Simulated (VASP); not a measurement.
Given:

```yaml
crystal:
  lattice:
    - [-0.00585, 4.83347, 4.83954]
    - [4.83347, -0.00585, 4.83954]
    - [2.41381, 2.41381, 0.00000]
  atoms:
    - { symbol: In, position: [0.99860, 0.99860, 0.00280] }
    - { symbol: In, position: [0.99919, 0.50154, 0.99927] }
    - { symbol: In, position: [0.50154, 0.99919, 0.99927] }
    - { symbol: N, position: [0.12510, 0.12510, 0.24980] }
    - { symbol: N, position: [0.15569, 0.61505, 0.22926] }
    - { symbol: N, position: [0.61505, 0.15569, 0.22926] }
    - { symbol: N, position: [0.60581, 0.60581, 0.28837] }
    - { symbol: Al, position: [0.49901, 0.49901, 0.00197] }
```

The numbers are results of PBEsol GGA, VASP's PBE PAW potentials (set 64) (plane waves; VASP), not measurements. Settings: 520 eV cut-off, Gaussian smearing of 0.050 eV, potentials In_d N Al.

Unless said otherwise, spin-orbit coupling is left out, though it shifts the bands of the heavy elements here.

Task: Give the energies of bands 22 to 35 at the high-symmetry points, in eV from the valence-band maximum.

Result: 
```tsv
band	Γ	Y	C0	Z	A0	T	S	R
22	-5.20	-3.63	-3.65	-4.57	-4.99	-5.19	-3.94	-5.09
23	-2.50	-2.92	-3.50	-4.57	-4.93	-5.11	-3.27	-4.98
24	-2.48	-2.89	-3.18	-3.32	-2.64	-2.61	-2.68	-3.09
25	-1.28	-2.61	-2.07	-3.21	-2.54	-2.46	-2.65	-2.74
26	-1.21	-1.92	-1.96	-3.19	-2.43	-2.33	-2.10	-2.68
27	-0.90	-1.55	-1.40	-3.06	-2.17	-2.17	-1.49	-2.53
28	-0.66	-1.12	-1.16	-2.82	-1.78	-1.21	-0.95	-2.06
29	-0.18	-1.04	-1.11	-2.69	-1.35	-0.93	-0.65	-1.55
30	-0.13	-0.83	-1.05	-1.26	-1.01	-0.83	-0.27	-1.46
31	0.00	-0.75	-0.42	-0.70	-0.93	-0.69	-0.25	-1.44
32	0.17	2.80	2.89	4.25	2.88	2.46	2.40	3.56
33	2.94	3.25	3.49	4.70	3.15	2.84	2.73	4.07
34	3.45	4.72	3.99	5.21	4.08	3.50	4.38	4.69
35	3.72	5.33	5.35	5.76	4.17	3.62	4.86	4.99
```

The gap is direct, 0.17 eV, from the valence maximum at Γ to the conduction minimum at Γ.

The structure was generated: AlIn3N4 was put into an ordered model structure (Amm2), which need not be its known phase. It was relaxed first.
